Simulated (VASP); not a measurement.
Energy against volume of PtAl₂ (fluorite). Calculation: AM05 GGA, VASP's PBE PAW potentials (set 64) (plane waves; VASP). Numerical set-up: 520 eV cut-off, 9×9×9 Γ-centred mesh, first-order Methfessel-Paxton smearing of 0.10 eV, potentials Al Pt.

| V (Å³/atom) | E (eV/atom) |
|---|---|
| 16.513 | -5.71776 |
| 17.024 | -5.72515 |
| 17.535 | -5.71902 |
| 18.045 | -5.70139 |

Q: Fit these four points and predict the energy of the run at 16.003 Å³/atom.

A: A cubic in V^(−2/3), the third-order Birch-Murnaghan form, passes through the four points with V0 = 17.03 Å³/atom and B0 = 141 GPa, and gives -5.6946 eV/atom there. The run gave -5.6945 eV/atom, +0.1 meV/atom from the fit; all five points give B0 = 141 GPa.

The compound is PtAl2 in the fluorite structure. It was relaxed first.
